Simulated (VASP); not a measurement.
Input:

```
CELL_PARAMETERS angstrom
      0.00227     5.26469     5.25272
      5.26469     0.00227     5.25272
      2.63348     2.63348     0.00000
ATOMIC_POSITIONS crystal
  Be 0.98858 0.98858 0.02284
  Be 0.99381 0.51682 0.98936
  Be 0.51682 0.99381 0.98936
  Be 0.50076 0.50076 0.99848
  Te 0.12519 0.12519 0.24962
  Se 0.12470 0.62496 0.25033
  Se 0.62496 0.12470 0.25033
  Se 0.62516 0.62516 0.24967
```

Calculation: PBEsol GGA, VASP's PBE PAW potentials (set 64) (plane waves; VASP). Numerical set-up: 400 eV cut-off, 4×4×8 Γ-centred mesh, tetrahedra with Blöchl corrections, potentials Be Te Se.

Unless said otherwise, spin-orbit coupling is left out, though it shifts the bands of the heavy elements here.

**Question.** What does the run give for the energy per atom (σ→0), band gap (on the k-mesh) with the smallest direct gap where there is one?

**Answer.** 
The band gap (on the k-mesh) is 1.73 eV, the smallest direct gap (on the k-mesh) comes out as 1.74 eV and the energy per atom (σ→0) is -4.537 eV/atom.

Only differences to runs with the same potentials and settings are physical.

The structure was generated: Be4Se3Te was put into an ordered model structure (Amm2), which need not be its known phase. It was relaxed first.
